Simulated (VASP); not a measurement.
Method: r2SCAN meta-GGA, VASP's PBE PAW potentials (set 64) (plane waves; VASP).

Input for VASP

**INCAR**
```
SYSTEM = MgH2
PREC = Normal; ENCUT = 400; LREAL = .FALSE.
LASPH = .TRUE.
EDIFF = 1E-5; NELM = 100; NELMIN = 4
ALGO = Normal; LMIXTAU = .TRUE.
ISMEAR = 0; SIGMA = 0.05
METAGGA = R2SCAN
IBRION = 2; NSW = 20; ISIF = 2
EDIFFG = -0.03
LWAVE = .FALSE.; LCHARG = .FALSE.
```

File POSCAR:
```
MgH2
1
    4.4772985066     0.0000000000     0.0000000000
    0.0000000000     4.4772985066     0.0000000000
    0.0000000000     0.0000000000     2.9899285579
Mg H
2 4
Direct
  0.0000000000   0.0000000000   0.0000000000
  0.5000000000   0.5000000000   0.5000000000
  0.3040000000   0.3040000000   0.0000000000
  0.8040000000   0.1960000000   0.5000000000
  0.1960000000   0.8040000000   0.5000000000
  0.6960000000   0.6960000000   0.0000000000
```

File KPOINTS:
```
Automatic mesh
0
Gamma
7 7 10
0 0 0
```

POTCAR, in this order: Mg H (PBE.64 set). Program: vasp_std.

### Question
Predict the energy per atom (σ→0).

### Answer

```json
{
  "energy per atom (σ→0)": "-3.952 eV/atom"
}
```

OSZICAR:
```
...
DAV:   8    -0.239773273502E+02   -0.15430E+00   -0.39676E-01   992   0.517E+00    0.476E-01
DAV:   9    -0.236972282228E+02    0.28010E+00   -0.36222E-01   960   0.488E+00    0.203E-01
DAV:  10    -0.237105783591E+02   -0.13350E-01   -0.18632E-02  1096   0.202E+00    0.689E-02
DAV:  11    -0.237104578487E+02    0.12051E-03   -0.56090E-04  1040   0.302E-01    0.527E-02
DAV:  12    -0.237123267981E+02   -0.18689E-02   -0.17823E-03   992   0.670E-01    0.309E-02
DAV:  13    -0.237100722380E+02    0.22546E-02   -0.60522E-04  1032   0.255E-01    0.277E-03
DAV:  14    -0.237100650203E+02    0.72177E-05   -0.13623E-05  1176   0.543E-02
   1 F= -.23710065E+02 E0= -.23710065E+02  d E =-.237101E+02
```

The compound is MgH2 in the rutile structure. It was relaxed first.
